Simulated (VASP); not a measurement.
Here is the system:

```
CELL_PARAMETERS angstrom
      1.31788    -2.31759     0.00000
      1.31788     2.31759     0.00000
      0.00000     0.00000     4.28143
ATOMIC_POSITIONS crystal
  Ru 0.33333 0.66667 0.25000
  Ru 0.69644 0.36311 0.75000
```

Method: PBE GGA, VASP's PBE PAW potentials (set 64) (plane waves; VASP). Numerical set-up: 400 eV cut-off, 14×14×8 Γ-centred mesh, first-order Methfessel-Paxton smearing of 0.10 eV, potentials Ru_pv.

Task: Give the force on each atom (eV/Å).

Result: 
```tsv
atom	Fx	Fy	Fz
Ru1	0.549	-0.063	0.000
Ru2	-0.549	0.063	0.000
```

Task: Give the stress tensor in GPa (positive for a compressed cell).

Result: 
```
24.77  -1.91   0.00
-1.91  17.41   0.00
 0.00   0.00  10.23
```
The pressure is its mean diagonal, 17.47 GPa.

The compound is Ru in the hcp structure. The cell was not relaxed at this level, atoms are displaced from their ideal sites. The run is one of a series of settings (EDIFF = 1E-8 against the base run), some of them coarse on purpose.
